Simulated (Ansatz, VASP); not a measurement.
**Cross-check of AgF between VASP and Ansatz**

Aim: how closely do two programs agree when they are given the same cell, functional and k mesh? The cell is generated by rule, not measured, and may not be a known phase. The cell is taken from a series of runs on this material, whose earlier steps may have relaxed, scaled, displaced or heated it; both programs get it as it stands.

Method: plane waves, with VASP 6.6.1 beside it; relaxation of cell and atoms at LDA, in Ansatz 0.2.0.

The structure was built from a prototype and need not be the compound's stable phase.

### 1. Set-up

The structure is hexagonal, space group P6_3/mmc (No. 194). The conventional cell has a = 4.011 Å, b = 4.011 Å, c = 4.716 Å, α = 90.00°, β = 90.00°, γ = 120.00°. Ag has 5 F at 2.32 to 2.36 Å nearest. F has 5 Ag at 2.32 to 2.36 Å nearest. Farther neighbours and most contacts between anions are not listed.

Structure file:

```
Ag F
1.0
     4.01076    0.00000    0.00000
    -2.00538    3.47342    0.00000
     0.00000    0.00000    4.71596
Ag F
2 2
Direct
  0.33333 0.66667 0.93750
  0.66667 0.33333 0.43750
  0.33333 0.66667 0.43750
  0.66667 0.33333 0.93750
```

### 2. VASP: relaxation of cell and atoms, LDA

The relaxed volume is the usual yardstick between codes: in a stiff, nearly cubic crystal its relative difference is about their pressure difference at one cell divided by the bulk modulus.

Lines of VASP's logs that name or quote its potential files are left out, and so is its time.

INCAR

```
SYSTEM = AgF
PREC = Accurate
ENCUT = 600
EDIFF = 1E-07
NELM = 120
ISMEAR = 0
SIGMA = 0.1
LREAL = .FALSE.
ALGO = Normal
GGA = CA
NBANDS = 24
LASPH = .TRUE.
LORBIT = 11
LWAVE = .FALSE.
LCHARG = .FALSE.
ISIF = 3
IBRION = 2
NSW = 80
EDIFFG = -0.005
GGA_COMPAT = .FALSE.
NELMIN = 4
KPAR = 2
```

POSCAR

```
AgF
1.0
    4.0107560000      0.0000030000      0.0000000000
   -2.0053810000      3.4734150000      0.0000000000
    0.0000000000      0.0000000000      4.7159640000
Ag F
2 2
Direct
    0.3333333333      0.6666666667      0.9374999470
    0.6666666667      0.3333333333      0.4374999470
    0.3333333333      0.6666666667      0.4374999470
    0.6666666667      0.3333333333      0.9374999470
```

KPOINTS

```
Automatic mesh
0
Gamma
12 12 8
0 0 0
```

Potentials, in the order of the species: Ag and F (LDA family, release 64).

Run with:

```
> mpirun -np 2 vasp_std
```

Numbers of over 12 decimals in the logs are rounded to 6 here.

The log of the run:

```text
[banner, memory and clock lines left out]
running    2 mpi-ranks, on    1 nodes
 distrk:  each k-point on    1 cores,    2 groups
 distr:  one band on    1 cores,    1 groups

 POSCAR found type information on POSCAR AgF
 POSCAR found :  2 types and       4 ions
 LDA part: xc-table for (Slater(with rela. corr.)+CA(PZ))
 , standard interpolation
 POSCAR, INCAR and KPOINTS ok, starting setup
 FFT: planning ... GRIDC
 FFT: planning ... GRID_SOFT
 FFT: planning ... GRID
 WAVECAR not read
 entering main loop
       N       E                     dE             d eps       ncg     rms          rms(c)
DAV:   1     0.278624570077E+03    0.27862E+03   -0.21289E+04  4560   0.163E+03
DAV:   2    -0.302452364086E+01   -0.28165E+03   -0.26936E+03  5152   0.363E+02
DAV:   3    -0.164821401064E+02   -0.13458E+02   -0.13396E+02  5104   0.840E+01
DAV:   4    -0.165631473129E+02   -0.81007E-01   -0.80999E-01  4992   0.688E+00
DAV:   5    -0.165636701416E+02   -0.52283E-03   -0.52282E-03  5256   0.544E-01    0.935E+00
DAV:   6    -0.152491336396E+02    0.13145E+01   -0.48512E+00  5392   0.224E+01    0.648E+00
DAV:   7    -0.151883699081E+02    0.60764E-01   -0.50068E-01  4608   0.783E+00    0.429E+00
DAV:   8    -0.151669213658E+02    0.21449E-01   -0.20758E-01  4840   0.370E+00    0.111E+00
DAV:   9    -0.151570047447E+02    0.99166E-02   -0.30065E-02  5112   0.177E+00    0.123E-01
DAV:  10    -0.151572454323E+02   -0.24069E-03   -0.25119E-03  4624   0.426E-01    0.109E-01
DAV:  11    -0.151572618256E+02   -0.16393E-04   -0.38931E-05  5080   0.482E-02    0.453E-02
DAV:  12    -0.151572543915E+02    0.74342E-05   -0.13987E-05  4944   0.397E-02    0.214E-02
DAV:  13    -0.151572535232E+02    0.86829E-06   -0.39482E-06  4912   0.156E-02    0.495E-03
DAV:  14    -0.151572534927E+02    0.30442E-07   -0.41611E-07  4496   0.620E-03
   1 F= -.15157253E+02 E0= -.15154995E+02  d E =-.151573E+02
 curvature:   0.00 expect dE= 0.000E+00 dE for cont linesearch  0.000E+00
 trial: gam= 0.00000 g(F)=  0.278E-43 g(S)=  0.209E-03 ort = 0.000E+00 (trialstep = 0.100E+01)
 search vector abs. value=  0.209E-03
 bond charge predicted
       N       E                     dE             d eps       ncg     rms          rms(c)
DAV:   1    -0.151607957346E+02   -0.35422E-02   -0.58689E-02  4568   0.208E+00    0.427E-01
DAV:   2    -0.151574945346E+02    0.33012E-02   -0.12247E-02  4600   0.841E-01    0.104E-01
DAV:   3    -0.151573780237E+02    0.11651E-03   -0.26792E-04  4688   0.219E-01    0.786E-02
DAV:   4    -0.151573591352E+02    0.18888E-04   -0.47064E-05  4880   0.515E-02    0.484E-02
DAV:   5    -0.151573535012E+02    0.56339E-05   -0.19318E-05  4712   0.349E-02    0.128E-02
DAV:   6    -0.151573515135E+02    0.19877E-05   -0.72653E-06  5944   0.314E-02    0.277E-03
DAV:   7    -0.151573515211E+02   -0.75188E-08   -0.63863E-07  4680   0.847E-03
   2 F= -.15157352E+02 E0= -.15155076E+02  d E =-.980283E-04
 trial-energy change:   -0.000098  1 .order   -0.000104   -0.000209    0.000001
 step:   0.9922(harm=  0.9935)  dis= 0.00000  next Energy=   -15.157352 (dE=-0.980E-04)
 reached required accuracy - stopping structural energy minimisation
```

From OUTCAR (step 2):

```text
ion  position               nearest neighbor table
   1  0.333  0.667  0.937-   4 2.32   4 2.32   4 2.32   3 2.36   3 2.36   2 3.30   2 3.30   2 3.30
                             2 3.30   2 3.30   2 3.30
   2  0.667  0.333  0.437-   3 2.32   3 2.32   3 2.32   4 2.36   4 2.36   1 3.30   1 3.30   1 3.30
                             1 3.30   1 3.30   1 3.30
   3  0.333  0.667  0.437-   2 2.32   2 2.32   2 2.32   1 2.36   1 2.36
   4  0.667  0.333  0.937-   1 2.32   1 2.32   1 2.32   2 2.36   2 2.36

  LATTYP: Found a hexagonal cell.
 ALAT       =     4.0107560000
 C/A-ratio  =     1.1758291953

 Subroutine GETGRP returns: Found 24 space group operations
 (whereof  6 operations were pure point group operations)

The static configuration has the point symmetry C_3v.
 The point group associated with its full space group is D_6h.

 Found     95 irreducible k-points:

   k-points           NKPTS =     95   k-points in BZ     NKDIM =     95   number of bands    NBANDS=     24

   dimension x,y,z NGX =    32 NGY =   32 NGZ =   40
   dimension x,y,z NGXF=    64 NGYF=   64 NGZF=   80

   ENCUT  =  600.0 eV  44.10 Ry    6.64 a.u.   8.01  8.01  9.42*2*pi/ulx,y,z

   NELECT =      36.0000    total number of electrons

 k-points in reciprocal lattice and weights: Automatic mesh
   0.00000000  0.00000000  0.00000000       0.001
   0.08333333 -0.00000000  0.00000000       0.005
   0.16666667  0.00000000  0.00000000       0.005
   0.25000000  0.00000000  0.00000000       0.005
   0.33333333  0.00000000  0.00000000       0.005
   0.41666667  0.00000000  0.00000000       0.005
   0.50000000  0.00000000  0.00000000       0.003
   0.08333333  0.08333333  0.00000000       0.005
   0.16666667  0.08333333  0.00000000       0.010
[...]
0.33333333  0.25000000  0.50000000       0.010
   0.33333333  0.33333333  0.50000000       0.002

 average (electrostatic) potential at core
       1 -74.1994       2 -74.1994       3 -76.3068       4 -76.3068

 E-fermi :   2.5107

 k-point     1 :       0.0000    0.0000    0.0000
  band No.  band energies     occupation
    ...
     15       1.8867      2.00000
     16       1.9925      2.00000
     17       1.9925      2.00000
     18       2.0128      2.00000
     19       2.0128      2.00000
     20       8.1927      0.00000
     21       9.7638      0.00000
     22      13.4828      0.00000
     23      13.4828      0.00000
     24      13.7766      0.00000

 k-point     2 :       0.0833   -0.0000    0.0000
  band No.  band energies     occupation
    ...
     15       1.7647      2.00000
     16       1.9232      2.00000
     17       1.9503      2.00000
     18       1.9948      2.00000
     19       2.2069      1.99998
     20       8.2681      0.00000
     21       9.8417      0.00000
     22      12.5459      0.00000
     23      13.0464      0.00000
     24      13.8299      0.00000

 k-point     3 :       0.1667    0.0000    0.0000
  band No.  band energies     occupation
    ...
     14       1.1566      2.00000
     15       1.5638      2.00000
     16       1.7672      2.00000
     17       1.7937      2.00000
     18       1.9081      2.00000
     19       2.6689      0.02524
     20       8.4693      0.00000
     21      10.0764      0.00000
     22      11.2929      0.00000
     23      12.6240      0.00000
    ...

  Total        0.0091183      0.0091183     -0.0100278     -0.0000000      0.0000000      0.0000000
  in kB        0.2229620      0.2229620     -0.2452015     -0.0000000      0.0000000      0.0000000
  external PRESSURE =       0.0669075 kB  Pullay stress =       0.0000000 kB

  energy-cutoff  :      600.00
  volume of cell :       65.52
      direct lattice vectors                 reciprocal lattice vectors
     4.007808015  0.000002998 -0.000000000     0.249512842  0.144056588 -0.000000000
    -2.003907005  3.470861971  0.000000000    -0.000000216  0.288112744  0.000000000
     0.000000000 -0.000000000  4.710307700     0.000000000 -0.000000000  0.212300356

 POSITION                                       TOTAL-FORCE (eV/Angst)
 -----------------------------------------------------------------------------------
     -0.00000      2.31391      4.41591         0.000000     -0.000000      0.000000
      2.00390      1.15696      2.06076        -0.000000      0.000000     -0.000000
     -0.00000      2.31391      2.06076        -0.000000      0.000000      0.000000
      2.00390      1.15696      4.41591        -0.000000     -0.000000      0.000000
 -----------------------------------------------------------------------------------
    total drift:                               -0.000000      0.000000      0.000000

  FREE ENERGIE OF THE ION-ELECTRON SYSTEM (eV)
  ---------------------------------------------------
  free  energy   TOTEN  =       -15.1573515211 eV

  energy  without entropy=      -15.1527998548  energy(sigma->0) =      -15.15507569

 reached required accuracy - stopping structural energy minimisation

 total charge
# of ion       s       p       d       tot
------------------------------------------
    1        0.184   0.153   9.384   9.721
    2        0.184   0.153   9.384   9.721
    3        1.731   4.270   0.000   6.001
    4        1.731   4.270   0.000   6.001
--------------------------------------------------
tot          3.830   8.846  18.769  31.444

[... 3 further parts left out ...]
```

### 3. Ansatz: relaxation of cell and atoms, LDA

Ansatz runs on its default PAW (the set named soft_2) files.

The same cell, functional (in two slightly different forms), mesh and smearing now go to Ansatz, which takes its cutoff from its data sets.

input.yaml

```yaml
crystal:
  lattice:
    - [4.010755846, 3.0414e-06, 0.0]
    - [-2.0053805569, 3.4734149304, 0.0]
    - [0.0, 0.0, 4.7159638698]
  atoms:
    - { symbol: Ag, position: [0.3333333333, 0.6666666667, -0.0625042969] }
    - { symbol: Ag, position: [0.6666666667, 0.3333333333, 0.4374957031] }
    - { symbol: F, position: [0.3333333333, 0.6666666667, 0.4375042969] }
    - { symbol: F, position: [0.6666666667, 0.3333333333, 0.9375042969] }
kpoints:
  mp_grid: { grid: [12, 12, 8] }
hamiltonian:
  xc: lda
scf:
  occupations: { method: gaussian, width: 0.1 }
output:
  forces: true
  stress: true
  eigenvalues: true
  write_density: true
  write_potential: true
  elf: true
  volumetric_format: npy
relax:
  adjacent_minimum: "off"
  f_tol: 0.005
  max_steps: 80
  cell: { stress_tol: 0.05 }
```

Run with:

```
> ansatz run input.yaml --threads 4 --pin off --max-ram 7168MiB --backend cpu --events-out ev --progress --plain --runs-dir out
```

The log of the run:

```text
Warning: the atoms were moved onto the symmetric positions of the space group found under crystal.symmetry.tolerance 1.0e-5 (fractional; no operation is sought that the atoms, as they stand in a round, miss by more than twice it, and no atom is moved by as much as it), and the run uses the moved positions. Before a round's move an operation carried an atom to 4.05e-5 Å from where it should land, the largest such dist [...]
Engine: ansatz 0.2.0, aarch64-unknown-linux-gnu
Pseudopotentials: kind: paw
Pseudopotential: Ag, paw, valence charge 19, recommended cutoff 420 eV (normal), Ag.paw.azcp
Pseudopotential: F, paw, valence charge 7, recommended cutoff 420 eV (normal), F.paw.azcp
Functional definition: SPW92
  exchange = slater_x
  correlation = pw_c
Crystal: 4 atoms, lattice volume = 65.698 Å³
Basis set: ecut = 420 eV, 1323 PW (Γ)
Bands: 32, of which v1, the nominal top of the filled ones, is band 26 counted from 1 (25 counted from 0)
Symmetry: 24 space group operations
Space group: P63/mmc (ITA 194), of the structure as read, at distance tolerance 4.0e-5 Å
k-points: 95 of 1152
Non-local potential: Ag, projectors of the file, l = 0: 3, l = 1: 2, l = 2: 2, l = 3: 1
Non-local potential: F, projectors of the file, l = 0: 2, l = 1: 2, l = 2: 1
PAW form: soft (Blöchl's): semilocal exchange-correlation on the pseudo side does not see the compensation charge
PAW frozen core: Ag, regenerated for the run's functional, and the local potential with it (the file was generated under x = pbe(κ = 0.804, μ = 0.219515), c = pbe(β = 0.066725))
PAW frozen core: F, regenerated for the run's functional, and the local potential with it (the file was generated under x = pbe(κ = 0.804, μ = 0.219515), c = pbe(β = 0.066725))
PAW one-centre angular grid: Ag, 590 points (default); XC on 64 Gauss nodes
PAW one-centre angular grid: F, 110 points (default); XC on 64 Gauss nodes
Initial density: superposition of atomic densities (neutral atoms: chi_scale 0, normalization atom), corrected by the library's trained network
Initial wavefunctions: pseudopotential atomic-orbital guess
Functional: x = slater, c = lda
SCF iter   1: F=—  HF=-16501.100437 eV  |F-HF|=—  |Δ(HF+E_count)|=         —  Δρ=2.15e-2  dr2=2.31e-1  ethr=1.77e-3  ⟨swp⟩=5.3  Hψ=10564  notcnv=0  defer=21
preconditioner: auto → LDOS  [metal: Δε(μ)=0.016 eV  Ē_g=11.964 eV  σ=0.100 eV  W_gap=0.09  n_scr=20 (ndim 8)  ℏωp=27.5 eV  f_vac=0.185  D(μ)=1.25/eV (n_scr^D=8)  β→1.0]
SCF iter   2: F=—  HF=-16501.131707 eV  |F-HF|=—  |Δ(HF+E_count)|=   3.13e-2  Δρ=2.62e-2  dr2=3.01e-1  ethr=4.44e-4  ⟨swp⟩=2.0  Hψ=6495  notcnv=0  defer=157
preconditioner: auto → Resta (q_TF=auto, 2.624 Å⁻¹)  ε∞=6.0  [insulator: Δε(μ)=0.144 eV  Ē_g=12.330 eV  σ=0.100 eV  W_gap=0.68  n_scr=20 (ndim 8)  ℏωp=27.5 eV  f_vac=0.178  D(μ)=0.52/eV (n_scr^D=0)  ε∞_Penn≈6.0  β→0.5]
SCF iter   3: F=—  HF=-16501.042411 eV  |F-HF|=—  |Δ(HF+E_count)|=   8.93e-2  Δρ=5.65e-3  dr2=1.02e-2  ethr=4.44e-4  ⟨swp⟩=2.0  Hψ=4815  notcnv=0  defer=157
SCF iter   4: F=—  HF=-16501.038945 eV  |F-HF|=—  |Δ(HF+E_count)|=   3.47e-3  Δρ=8.93e-4  dr2=3.36e-4  ethr=1.96e-5  ⟨swp⟩=2.0  Hψ=4545  notcnv=0  defer=157
SCF iter   5: F=—  HF=-16501.038846 eV  |F-HF|=—  |Δ(HF+E_count)|=   9.94e-5  Δρ=1.26e-4  dr2=1.47e-5  ethr=6.46e-7  ⟨swp⟩=1.2  Hψ=2941  notcnv=0  defer=157
SCF iter   6: F=—  HF=-16501.038847 eV  |F-HF|=—  |Δ(HF+E_count)|=   1.78e-6  Δρ=4.05e-5  dr2=1.13e-6  ethr=2.83e-8  ⟨swp⟩=2.6  Hψ=4281  notcnv=0  defer=157
SCF iter   7: F=-16501.038848 eV  HF=-16501.038848 eV  |F-HF|=2.20e-8  |Δ(HF+E_count)|=   3.82e-7  Δρ=1.17e-5  dr2=8.26e-8  ethr=1.92e-10  ⟨swp⟩=11.6  Hψ=19378  notcnv=0
SCF 1 converged in 7 iterations: F = -16501.038848 eV  dr2 = 8.26e-8
  greatest PAW one-centre occupation: 1.002 electrons in one spin orbital (limit 2), on the Ag atom at site 1 (counted from 0), in its partial waves of l = 0
relax step   1: F+E_penalty+E_count = -16501.03884783 eV  Δ(F+E_penalty+E_count) = +0.000e0 eV  max|allowed force component| = 7.228e-17 eV/Å  Δτ_max = 0.0000 Å  P = -0.006 GPa  Ω = 65.698 Å³  (7 SCF iters, dr2 threshold 1.00e-7 eV, accepted)
[...]
relax step   2: F+E_penalty+E_count = -16501.03886305 eV  Δ(F+E_penalty+E_count) = -1.522e-5 eV  max|allowed force component| = 9.888e-17 eV/Å  Δτ_max = 0.0000 Å  P = -0.000 GPa  Ω = 65.695 Å³  energy of the carried Pulay correction = +8.773e-6 eV  (4 SCF iters, dr2 threshold 9.01e-9 eV, accepted)
[...]
relax step   3: F+E_penalty+E_count = -16501.03885717 eV  Δ(F+E_penalty+E_count) = +5.884e-6 eV  max|allowed force component| = 9.772e-17 eV/Å  Δτ_max = 0.0000 Å  P = -0.000 GPa  Ω = 65.695 Å³  stress off target by 4.80e-2 GPa  SCF on the basis re-selected at this cell (its energy is not comparable with the rows above)  (3 SCF iters)
basis re-selected at this cell: Δ(F+E_penalty+E_count) = +5.884e-6 eV, ΔP = -0.000 GPa vs the last step (what re-selecting the basis moved, of the pressure what is left beyond the Pulay correction that the steps carried, after the strain that the cell walked since its last selection, with what the two solves' SCF thresholds leave and, on support functions, any second-order correction that the steps lacked; it is no m [...]
SCF converged after 3 iterations
Free energy (F): -16501.038857 eV
Harris-Foulkes:  -16501.038857 eV  (|F-HF|=7.28e-12)
Internal energy: -16501.034309 eV  (E = F + TS)
E sigma→0 (E₀):  -16501.036583 eV
Entropy (-TS):   -0.004548 eV (-1.137 meV/atom)
Fermi energy:    7.818513 eV
--- Per-component energies (eV) ---
  E_band       = -759.147113
  E_kinetic    = 1466.335513
  E_local      = -7001.810420  (includes V_loc(G=0)·N_el)
  E_nonlocal   = 334.235920
  E_hartree    = 3038.684650
  E_xc         = -517.842757
  E_vxc        = -663.961749  (∫ρ·V_xc dr)
  E_paw        = -7922.753795  (= ΣΔE_a)
  E_vpaw       = -971.320631  (= ΣTr[D̂ρ^β])
  E_aug_tail   = 0.004649  (compensation charges beyond the density's cutoff)
  E_ewald      = -5899.564188
  E_core_change = 1.676118  (= ΣΔE_core)
  E_smearing   = -0.004548  (= −TS)
  E_closure    = 0.000000  (closes the sum)
  Σ components = -16501.038857   (vs F -16501.038857, Δ=0.00e0)
--- Forces (eV/Å), atoms counted from 1 ---
  atom   1  Ag    -0.00000000    -0.00000000     0.00000000
  atom   2  Ag     0.00000000     0.00000000    -0.00000000
  atom   3  F      0.00000000     0.00000000    -0.00000000
  atom   4  F     -0.00000000    -0.00000000     0.00000000
  max |Σ_I F_I| component: 1.62e-17 eV/Å
--- Stress (GPa, compression-positive) ---
        0.023609      -0.000000       0.000000
       -0.000000       0.023609      -0.000000
        0.000000      -0.000000      -0.047994
  P = ⅓ Tr σ = -0.0003 GPa (-0.003 kbar)
--- Band table (eV; the first three rows and the last of 95) ---
  k-point 0: bands = [... 22 lower, 7.1992, 7.3038, 7.3038, 7.3248, 7.3248, 13.4720, 15.0738, 18.7950, ... 2 higher]
  k-point 1: bands = [... 22 lower, 7.3062, 7.3062, 7.3250, 7.3250, 7.4713, 12.9520, 15.7364, 18.7414, ... 2 higher]
  k-point 2: bands = [... 22 lower, 7.3127, 7.3127, 7.3256, 7.3256, 8.2507, 12.0989, 17.0117, 18.6103, ... 2 higher]
  k-point 94: bands = [... 22 lower, 6.4982, 6.4982, 7.8026, 7.8026, 13.9715, 13.9715, 14.4775, 14.4775, ... 2 higher]
--- Relaxed structure (2 steps of the walk, 2 accepted, 1 SCFs on fresh bases) ---
  F+E_penalty+E_count = -16501.03885717 eV   max|allowed force component| = 9.772e-17 eV/Å   (the final SCF, on the basis selected at the relaxed cell)
  cell:  # Å, volume = 65.6954 Å³
    - [4.011113, 3.041653735252329e-6, 0]
    - [-2.005559, 3.473724, 0]
    - [0, 0, 4.714926]
  atoms:
    - { symbol: Ag, position: [0.333333, 0.666667, -0.062500] }
    - { symbol: Ag, position: [0.666667, 0.333333, 0.4375] }
    - { symbol: F, position: [0.333333, 0.666667, 0.4375] }
    - { symbol: F, position: [0.666667, 0.333333, 0.937500] }
```

### 4. Differences

Known differences besides the potentials themselves: the two LDA forms differ slightly; the data sets hold 52 valence electrons in Ansatz (on its default PAW (the set named soft_2) files) and 36 in VASP; the cutoff is 420 eV in Ansatz and 600 eV in VASP; VASP's log shows a relativistic correction to its local exchange, Ansatz's none; Ansatz adds a Pulay correction to the stress that steers its cell, VASP none. Total energies have different zeros and are not compared.

Compared:

| quantity | Ansatz | VASP | difference |
| --- | --- | --- | --- |
| volume (Å³) | 65.70 | 65.52 | +0.26 % |
| edge a after relaxation, in the typed setting (Å) | 4.011 | 4.008 | +0.08 % |
| edge c after relaxation, in the typed setting (Å) | 4.715 | 4.710 | +0.10 % |

### 5. Outcome

| Quantity | Value |
| --- | --- |
| difference in volume (relaxation of cell and atoms, LDA) | 0.26 % |

In words: The difference in volume is 0.26 % (relaxation of cell and atoms, LDA), within the 1.2 % picked in this series as the mark of a large difference, as far as the stopping tolerances let one tell. The data sets hold unlike numbers of valence electrons (52 in Ansatz and 36 in VASP), so part of the differences comes from the potentials. How closely two codes agree says nothing of how well the functional describes the real material.

[Lines on the potential files, build, host, timing and source positions are cut from VASP's logs without a mark.]

[Logs are printed without paths, hosts, clocks, repeated set-up lines and the standing remarks that a program may print on its own settings, such as how far it seeks lower states.]

[Hosts, paths, dates, database ids (printed as entryN), source tags and the programs' standing remarks are cut or masked in the printed files.]
